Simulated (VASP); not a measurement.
The input files of a VASP run:

**INCAR**
```
SYSTEM = CsCl
PREC = Accurate
ENCUT = 500
EDIFF = 1E-6
NELM = 100
ALGO = Normal
LREAL = .FALSE.
LASPH = .TRUE.
ISMEAR = 0
SIGMA = 0.05
LMAXMIX = 4
LWAVE = .FALSE.
LCHARG = .FALSE.
IBRION = 2
ISIF = 3
NSW = 40
EDIFFG = -0.02
PSTRESS = 200
```

### POSCAR
```
CsCl
1.0
  3.5530075640   0.0000000000   0.0000000000
  0.0000000000   3.5530075640   0.0000000000
  0.0000000000   0.0000000000   3.5530075640
Cs Cl
1 1
Cartesian
  0.0000000000   0.0000000000   0.0000000000
  1.7765037820   1.7765037820   1.7765037820
```

**KPOINTS**
```
K-points
0
Gamma
 8 8 8
0 0 0
```

POTCAR, in this order: Cs_sv Cl (LDA.64 set). Program: vasp_std.

### Question
Translate this LDA calculation to Ansatz.

### Answer
One equivalent input (not run):
Ansatz 0.2 input:
```yaml
crystal:
  lattice:
    - [3.5530076, 0.0000000, 0.0000000]
    - [0.0000000, 3.5530076, 0.0000000]
    - [0.0000000, 0.0000000, 3.5530076]
  atoms:
    - { symbol: Cs, position: [0.0000000, 0.0000000, 0.0000000] }
    - { symbol: Cl, position: [0.5000000, 0.5000000, 0.5000000] }
kpoints:
  mp_grid: { grid: [8, 8, 8] }
hamiltonian:
  xc: lda
  pseudopotentials: { kind: paw }
scf:
  occupations: { method: gaussian, width: 0.05 }
  max_iter: 100
relax:
  max_steps: 40
  f_tol: 0.02
  cell: { p_target: 20 }
output: { forces: true, stress: true, eigenvalues: true }
```
What does not carry over: each code has its own PAW files, so the cut-off isn't converted (ENCUT is set for VASP's; basis.ecutwfc is left out, and Ansatz then takes the one that its files recommend); Ansatz stops its SCF on the density residual and VASP on the energy change (EDIFF); Ansatz's lda is the Perdew-Wang form, while the LDA potentials of VASP carry Perdew-Zunger's.

The compound is CsCl in the CsCl type structure. It was relaxed first under an external pressure of 20 GPa.
